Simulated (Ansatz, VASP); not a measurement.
## BeAs: VASP beside Ansatz

Contents of INCAR:

```
SYSTEM = BeAs
  PREC = Accurate
  ENCUT = 520
  EDIFF = 1E-7
  ISMEAR = 0
  SIGMA = 0.1
  LREAL = .FALSE.
  LASPH = .TRUE.
  NELM = 100
  ALGO = Normal
  ISIF = 2
  LWAVE = .FALSE.
  LCHARG = .FALSE.
  GGA = PE
  NBANDS = 10
```

The input KPOINTS:

```
Automatic mesh
0
G
  6 6 6
  0 0 0
```

File POSCAR:

```
BeAs
1.0
    1.6466777700      0.9507098500      2.7130492100
   -1.6466777700      0.9507098500      2.7130492100
    0.0000000000     -1.9014197100      2.7130492100
Be As
1 1
Direct
    0.5000000000      0.5000000000      0.5000000000
    0.0000000000      0.0000000000      0.0000000000
```

Input for Ansatz:

```yaml
crystal:
  lattice:
    - [1.64667777, 0.95070985, 2.71304921]
    - [-1.64667777, 0.95070985, 2.71304921]
    - [0.0, -1.90141971, 2.71304921]
  atoms:
    - { symbol: Be, position: [0.5, 0.5, 0.5] }
    - { symbol: As, position: [0.0, 0.0, 0.0] }
basis:
  ecutwfc: 420
kpoints:
  mp_grid: { grid: [6, 6, 6] }
hamiltonian:
  xc: pbe
scf:
  occupations: { method: gaussian, width: 0.1 }
  lower_state_search: "off"
output:
  forces: true
  stress: true
  eigenvalues: true
```

Alike in both runs: task single point; functional PBE; k mesh 6 × 6 × 6; occupations gaussian, width 0.1 eV; no spin polarisation.

|  | VASP | Ansatz |
| --- | --- | --- |
| version | VASP 6.6.1 | Ansatz 0.2.0 |
| potentials or method | VASP PAW PBE potentials, release 64 (Be, As) | scalar-relativistic, plane waves, PAW |
| plane-wave cutoff (eV) | 520 | 420 |
| valence electrons in the cell | 7 | 17 |

VASP gave:

| Item | Value |
| --- | --- |
| gap on the k mesh at the Fermi level (eV) | none |
| pressure (GPa) | 11.0 |
| largest component of the traceless stress (GPa) | 0.21 |

Task: Estimate Ansatz's values.

Result: gap on the k mesh at the Fermi level (eV): none; pressure (GPa): 10.6; largest component of the traceless stress (GPa): 0.22.

A gap of «none» marks a metal or a gap that the smearing closes. The functional is the same, so the differences come from potentials, cutoffs and numerics. The two sets of potentials don't hold the same shells in valence.

Caveats: the k mesh is coarse (spacing up to 0.39 Å⁻¹), so the values aren't converged.
